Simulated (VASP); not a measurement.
Computed with G0W0 on PBE orbitals, VASP's PBE PAW potentials (set 64) (plane waves; VASP).

A VASP calculation is set up with these files.

KPOINTS:
```
K-points
0
Gamma
  4 4 4
```

### INCAR
```
SYSTEM = NaF
PREC = Normal; ENCUT = 500; LREAL = .FALSE.
LASPH = .TRUE.; NBANDS = 160
ALGO = EVGW0
ISMEAR = 0; SIGMA = 0.01
GGA = PE
LWAVE = .FALSE.; LCHARG = .FALSE.
NELMGW = 1; NOMEGA = 64; ENCUTGW = 200
NBANDSGW = 16; LSPECTRALGW = .TRUE.
```

**POSCAR**
```
NaF
1
    0.0000000000     2.2837120000     2.2837120000
    2.2837120000     0.0000000000     2.2837120000
    2.2837120000     2.2837120000     0.0000000000
Na F
1 1
Direct
  0.0000000000   0.0000000000   0.0000000000
  0.5000000000   0.5000000000   0.5000000000
```

POTCAR, in this order: Na_sv_GW F_GW_new (PBE.64 set). Program: vasp_std. Read from the step before: WAVECAR, WAVEDER.

The run wrote:

OUTCAR:
```
 ion  position               nearest neighbor table
   1  0.000  0.000  0.000-   2 2.28   2 2.28   2 2.28   2 2.28   2 2.28   2 2.28
   2  0.500  0.500  0.500-   1 2.28   1 2.28   1 2.28   1 2.28   1 2.28   1 2.28
  LATTYP: Found a face centered cubic cell.
 ALAT       =     4.5674240000
 Subroutine PRICEL returns:
 Original cell was already a primitive cell.
 Subroutine GETGRP returns: Found 48 space group operations
The static configuration has the point symmetry O_h .
The dynamic configuration has the point symmetry O_h .
 Subroutine INISYM returns: Found 48 space group operations
 Subroutine IBZKPT returns following result:
 Found      8 irreducible k-points:

 Following reciprocal coordinates:
            Coordinates               Weight
  0.000000  0.000000  0.000000      1.000000
  0.250000  0.000000  0.000000      8.000000
  0.500000  0.000000  0.000000      4.000000
  0.250000  0.250000  0.000000      6.000000
  0.500000  0.250000  0.000000     24.000000
 -0.250000  0.250000  0.000000     12.000000
  0.500000  0.500000  0.000000      3.000000
 -0.250000  0.500000  0.250000      6.000000
 Subroutine IBZKPT_HF returns following result:
   k-points           NKPTS =      8   k-points in BZ     NKDIM =     64   number of bands    NBANDS=    160
   number of dos      NEDOS =    301   number of ions     NIONS =      2
   total plane-waves  NPLWV =   5832
   dimension x,y,z NGX =    18 NGY =   18 NGZ =   18
   dimension x,y,z NGXF=    36 NGYF=   36 NGZF=   36
   ions per type =               1   1
   PREC   = normal    normal or accurate (medium, high low for compatibility)
   ISTART =      1    job   : 0-new  1-cont  2-samecut
   ICHARG =      0    charge: 1-file 2-atom 10-const
   ISPIN  =      1    spin polarized calculation?
   LNONCOLLINEAR =      F non collinear calculations
   LSORBIT =      F    spin-orbit coupling
   INIWAV =      1    electr: 0-lowe 1-rand  2-diag
   ENCUT  =  500.0 eV  36.75 Ry    6.06 a.u.   5.89  5.89  5.89*2*pi/ulx,y,z
   NELM   =     60;   NELMIN=  2; NELMDL=  0     # of ELM steps
   EDIFF  = 0.1E-03   stopping-criterion for ELM
   LREAL  =      F    real-space projection
   NLSPLINE    = F    spline interpolate recip. space projectors
   LMAXMIX     =    2 max onsite mixed and CHGCAR
   VOSKOWN=      0    Vosko Wilk Nusair interpolation
   EDIFFG = 0.1E-02   stopping-criterion for IOM
   NSW    =      0    number of steps for IOM
   NBLOCK =      1;   KBLOCK =      1    inner block; outer block
   IBRION =     -1    ionic relax: 0-MD 1-quasi-New 2-CG
   NFREE  =      0    steps in history (QN), initial steepest desc. (CG)
   ISIF   =      0    stress and relaxation
   ISYM   =      3    0-nonsym 1-usesym 2-fastsym
   TEIN   =    0.0    initial temperature
   TEBEG  =    0.0;   TEEND  =   0.0 temperature during run
   SMASS  =  -3.00    Nose mass-parameter (am)
   PSTRESS=    0.0 pullay stress
   NELECT =      16.0000    total number of electrons
   EFERMI =   0.00;   METHOD = LEGACY
   ISMEAR =     0;   SIGMA  =   0.01  broadening in eV -4-tet -1-fermi 0-gaus
   IALGO  =     38    algorithm
   LDIAG  =      T    sub-space diagonalisation (order eigenvalues)
   IMIX   =      4    mixing-type and parameters
     AMIX     =   0.40;   BMIX     =  1.00
     AMIX_MAG =   1.60;   BMIX_MAG =  1.00
     AMIN     =   0.10
   GGA     = PE    functional components
   VOSKOWN =     0    Vosko Wilk Nusair interpolation
   LHFCALC =     T    Hartree Fock is set to
   NKREDX  =     1    reduce k-point grid by
   AEXX    =    1.0000 exact exchange contribution
   HFSCREEN=    0.0000 screening length (either q_TF or 0.3 A-1)
   HFRCUT  =    0.0000 spherical cutoff for potential kernel
   AGGAX   =    0.0000 GGA exchange part
   ALDAC   =    0.0000 LDA correlation
   AGGAC   =    0.0000 GGA correlation
...
```

### OSZICAR
```
energies w=
    0.000    0.000    1.196    0.000    2.389    0.000    3.577    0.000
    4.758    0.000    5.929    0.000    7.089    0.000    8.236    0.000
    9.369    0.000   10.488    0.000   11.591    0.000   12.680    0.000
   13.754    0.000   14.814    0.000   15.860    0.000   16.894    0.000
   17.918    0.000   18.931    0.000   19.937    0.000   20.936    0.000
   21.931    0.000   22.922    0.000   23.914    0.000   24.906    0.000
   25.903    0.000   26.905    0.000   27.916    0.000   28.939    0.000
   29.975    0.000   31.029    0.000   32.103    0.000   33.202    0.000
   34.328    0.000   35.486    0.000   36.682    0.000   37.919    0.000
   39.205    0.000   40.546    0.000   41.948    0.000   43.422    0.000
   44.975    0.000   46.620    0.000   48.369    0.000   50.238    0.000
   52.244    0.000   54.408    0.000   56.755    0.000   59.316    0.000
   62.126    0.000   65.229    0.000   68.683    0.000   72.554    0.000
   76.931    0.000   81.927    0.000   87.689    0.000   94.412    0.000
  102.366    0.000  111.923    0.000  123.624    0.000  138.277    0.000
  157.146    0.000  182.334    0.000  217.602    0.000  270.426    0.000
NQ=   1    0.0000    0.0000    0.0000,
 performed        196000 updates of chi_q(r,r)
NQ=   2    0.2500    0.0000    0.0000,
 performed        576000 updates of chi_q(r,r)
NQ=   3    0.5000    0.0000    0.0000,
 performed        864000 updates of chi_q(r,r)
NQ=   4    0.2500    0.2500    0.0000,
 performed       1209000 updates of chi_q(r,r)
NQ=   5    0.5000    0.2500    0.0000,
 performed       1671000 updates of chi_q(r,r)
NQ=   6   -0.2500    0.2500    0.0000,
 performed       2082000 updates of chi_q(r,r)
NQ=   7    0.5000    0.5000    0.0000,
 performed       2350000 updates of chi_q(r,r)
NQ=   8   -0.2500    0.5000    0.2500,
 performed       2700000 updates of chi_q(r,r)
 resolving degeneracies of screened two electron integrals
```

**OUTCAR**
```


 k-point   1 :       0.0000    0.0000    0.0000
  band No.  KS-energies  QP-energies   sigma(KS)   V_xc(KS)     V^pw_x(r,r')   Z            occupation Imag(sigma)

      1     -48.5269     -57.7826     -40.7318     -29.2443     -49.1150       0.8057       2.0000       0.4173
      2     -20.8118     -25.0212     -28.3196     -22.6887     -36.8144       0.7476       2.0000       0.9940
      3     -20.4083     -26.6589     -35.7960     -28.4026     -41.4795       0.8454       2.0000       0.1489
      4     -20.4083     -26.6589     -35.7960     -28.4026     -41.4795       0.8454       2.0000       0.1489
      5     -20.4083     -26.6589     -35.7960     -28.4026     -41.4795       0.8454       2.0000       0.1489
      6      -1.5822      -4.5157     -26.0802     -22.4109     -30.3099       0.7995       2.0000       0.1607
      7      -1.5822      -4.5157     -26.0802     -22.4109     -30.3099       0.7995       2.0000       0.1607
      8      -1.5822      -4.5157     -26.0802     -22.4109     -30.3099       0.7995       2.0000       0.1607
      9       4.9781       6.5023      -7.9677      -9.6800      -5.2154       0.8901       0.0000      -0.0730
     10      17.7060      19.2587      -5.5869      -7.3568      -2.2494       0.8773       0.0000      -0.1349
     11      17.7060      19.2587      -5.5869      -7.3568      -2.2494       0.8773       0.0000      -0.1349
     12      17.7060      19.2587      -5.5869      -7.3568      -2.2494       0.8773       0.0000      -0.1349
     13      20.6904      21.4915      -4.4255      -5.3460      -0.7481       0.8703       0.0000      -0.4230
     14      22.8802      24.8401      -6.4330      -8.6629      -2.8880       0.8789       0.0000      -0.1650
     15      22.8802      24.8401      -6.4330      -8.6629      -2.8880       0.8789       0.0000      -0.1650
     16      26.0622      28.6993      -8.6751     -11.7338      -4.6351       0.8622       0.0000      -0.3495

 k-point   2 :       0.2500    0.0000    0.0000
  band No.  KS-energies  QP-energies   sigma(KS)   V_xc(KS)     V^pw_x(r,r')   Z            occupation Imag(sigma)

      1     -48.5187     -57.7894     -40.7477     -29.2594     -49.1316       0.8070       2.0000       0.4151
      2     -21.2200     -26.1690     -30.8009     -24.4192     -38.1796       0.7755       2.0000       0.6744
      3     -20.4149     -26.6632     -35.7813     -28.3887     -41.4630       0.8452       2.0000       0.1465
      4     -20.4149     -26.6632     -35.7813     -28.3887     -41.4630       0.8452       2.0000       0.1465
      5     -19.9267     -25.2650     -33.3889     -26.7701     -40.1855       0.8065       2.0000       0.4584
      6      -2.5249      -5.6049     -24.1522     -20.3002     -28.1609       0.7996       2.0000       0.1708
      7      -1.7204      -4.6844     -25.8509     -22.1369     -30.0725       0.7981       2.0000       0.1626
      8      -1.7204      -4.6844     -25.8509     -22.1369     -30.0725       0.7981       2.0000       0.1626
      9       6.8867       8.5616      -9.2295     -11.1349      -6.5696       0.8790       0.0000      -0.0769
     10      13.8701      15.4202      -6.6916      -8.4679      -3.5123       0.8727       0.0000      -0.1200
     11      18.5486      20.2521      -6.2507      -8.2009      -2.8386       0.8735       0.0000      -0.1584
     12      18.5486      20.2521      -6.2507      -8.2009      -2.8386       0.8735       0.0000      -0.1584
     13      21.7050      23.7028      -6.9604      -9.2498      -3.3672       0.8726       0.0000      -0.2066
     14      21.7050      23.7028      -6.9604      -9.2498      -3.3672       0.8726       0.0000      -0.2066
     15      23.5025      25.4602      -6.9371      -9.1497      -3.0882       0.8848       0.0000      -0.4394
     16      27.7163      29.5640      -5.7307      -7.7459      -1.9509       0.9169       0.0000      -0.6146

 k-point   3 :       0.5000    0.0000    0.0000
  band No.  KS-energies  QP-energies   sigma(KS)   V_xc(KS)     V^pw_x(r,r')   Z            occupation Imag(sigma)

      1     -48.5107     -57.8065     -40.7637     -29.2745     -49.1483       0.8091       2.0000       0.4130
      2     -21.4323     -26.5151     -31.0978     -24.5795     -38.2874       0.7798       2.0000       0.6229
      3     -20.4218     -26.6639     -35.7652     -28.3749     -41.4451       0.8446       2.0000       0.1441
      4     -20.4218     -26.6639     -35.7652     -28.3749     -41.4451       0.8446       2.0000       0.1441
      5     -19.6417     -24.8300     -33.1701     -26.7160     -40.1561       0.8039       2.0000       0.4979
      6      -3.2572      -6.4757     -23.1633     -19.1259     -27.1357       0.7972       2.0000       0.1863
      7      -1.8580      -4.8463     -25.6351     -21.8798     -29.8519       0.7958       2.0000       0.1648
      8      -1.8580      -4.8463     -25.6351     -21.8798     -29.8519       0.7958       2.0000       0.1648
      9       9.4767      11.0186      -7.3389      -9.0838      -4.4127       0.8837       0.0000      -0.0900
     10      11.2816      13.3598     -10.5168     -12.9362      -7.6088       0.8590       0.0000      -0.1082
     11      19.0237      20.9726      -7.0492      -9.2774      -3.6474       0.8746       0.0000      -0.1561
     12      19.0237      20.9726      -7.0492      -9.2774      -3.6474       0.8746       0.0000      -0.1561
     13      21.8529      23.8069      -7.4725      -9.7292      -3.6306       0.8659       0.0000      -0.3272
     14      21.8529      23.8069      -7.4725      -9.7292      -3.6306       0.8659       0.0000      -0.3272
     15      22.8558      24.7558      -6.3485      -8.5018      -2.5297       0.8824       0.0000      -0.3719
     16      26.2005      28.3490      -6.8223      -9.1622      -3.0724       0.9182       0.0000      -0.5717

 k-point   4 :       0.2500    0.2500    0.0000
  band No.  KS-energies  QP-energies   sigma(KS)   V_xc(KS)     V^pw_x(r,r')   Z            occupation Imag(sigma)

      1     -48.5162     -57.7967     -40.7523     -29.2642     -49.1366       0.8078       2.0000       0.4148
      2     -21.0986     -26.0575     -30.8887     -24.5190     -38.2668       0.7785       2.0000       0.6684
      3     -20.4385     -26.6775     -35.7309     -28.3337     -41.4073       0.8434       2.0000       0.1517
      4     -20.4385     -26.6775     -35.7309     -28.3337     -41.4073       0.8434       2.0000       0.1517
      5     -20.0227     -25.3552     -33.3280     -26.6975     -40.1211       0.8042       2.0000       0.4554
      6      -2.5336      -5.6213     -24.1735     -20.3076     -28.1974       0.7987       2.0000       0.1714
      7      -1.8038      -4.7866     -25.7548     -22.0147     -29.9679       0.7975       2.0000       0.1632
      8      -1.8038      -4.7866     -25.7548     -22.0147     -29.9679       0.7975       2.0000       0.1632
      9       7.4697       9.2191      -9.4980     -11.4929      -6.8169       0.8769       0.0000      -0.0796
     10      13.6340      14.8960      -5.1245      -6.5523      -1.9588       0.8839       0.0000      -0.1098
     11      18.0498      20.0745      -7.4853      -9.8116      -4.0320       0.8703       0.0000      -0.1599
     12      18.2847      20.2124      -7.5712      -9.8057      -4.0703       0.8627       0.0000      -0.1854
     13      18.2847      20.2124      -7.5712      -9.8057      -4.0703       0.8627       0.0000      -0.1854
     14      24.5096      26.5348      -6.5418      -8.8526      -2.9124       0.8764       0.0000      -0.1983
     15      25.5184      28.2706      -9.0432     -12.1641      -4.9467       0.8819       0.0000      -0.4656
     16      28.3491      29.7636      -4.6436      -6.1762      -1.0373       0.9229       0.0000      -0.6678

 k-point   5 :       0.5000    0.2500    0.0000
  band No.  KS-energies  QP-energies   sigma(KS)   V_xc(KS)     V^pw_x(r,r')   Z            occupation Imag(sigma)

      1     -48.5083     -57.8370     -40.7676     -29.2789     -49.1530       0.8120       2.0000       0.4131
      2     -21.1634     -26.2603     -31.3615     -24.8567     -38.5345       0.7836       2.0000       0.6062
      3     -20.4797     -26.7022     -35.6213     -28.2268     -41.2900       0.8415       2.0000       0.1541
      4     -20.4458     -26.6813     -35.7137     -28.3188     -41.3880       0.8432       2.0000       0.1494
      5     -19.8967     -25.0916     -32.9276     -26.4422     -39.9163       0.8010       2.0000       0.5094
      6      -2.8847      -6.0664     -23.8524     -19.8748     -27.8907       0.7999       2.0000       0.1785
      7      -2.1850      -5.2387     -25.0742     -21.2389     -29.2333       0.7962       2.0000       0.1683
      8      -1.9333      -4.9414     -25.5666     -21.7891     -29.7781       0.7963       2.0000       0.1655
      9      10.2268      12.0458      -9.0575     -11.1453      -6.1714       0.8713       0.0000      -0.0965
     10      11.8950      13.5596      -7.8504      -9.7621      -4.8431       0.8707       0.0000      -0.1049
     11      15.5522      17.5628      -7.7672     -10.0761      -4.4189       0.8708       0.0000      -0.1323
     12      18.7743      20.8931      -8.3688     -10.8336      -4.7994       0.8596       0.0000      -0.2072
     13      18.7854      20.6880      -7.2932      -9.4858      -3.6925       0.8677       0.0000      -0.2245
     14      24.5042      26.4396      -6.6510      -8.8631      -2.8733       0.8749       0.0000      -0.3282
     15      26.1346      28.6990      -8.1988     -11.1023      -4.2581       0.8832       0.0000      -0.4016
     16      27.8522      29.9101      -6.3538      -8.6592      -2.5091       0.8927       0.0000      -0.4803

 k-point   6 :      -0.2500    0.2500    0.0000
  band No.  KS-energies  QP-energies   sigma(KS)   V_xc(KS)     V^pw_x(r,r')   Z            occupation Imag(sigma)

      1     -48.5109     -57.7996     -40.7630     -29.2742     -49.1478       0.8085       2.0000       0.4134
      2     -21.2642     -26.3106     -31.1549     -24.6753     -38.3836       0.7788       2.0000       0.6263
      3     -20.4792     -26.7096     -35.6346     -28.2359     -41.3003       0.8421       2.0000       0.1556
      4     -20.4221     -26.6608     -35.7647     -28.3737     -41.4445       0.8441       2.0000       0.1442
      5     -19.7952     -25.0261     -33.1492     -26.6456     -40.0954       0.8043       2.0000       0.4907
...
```
(Selected blocks of OUTCAR.)

The mesh is coarse and the basis finite, so the quasiparticle values are not converged.

The compound is NaF in the rock salt structure. This cell is one point of a volume scan, at 0.96 of the reference volume. The k-mesh is coarse (spacing up to 0.60 per Å, 2π included), so the numbers may not be converged in it.
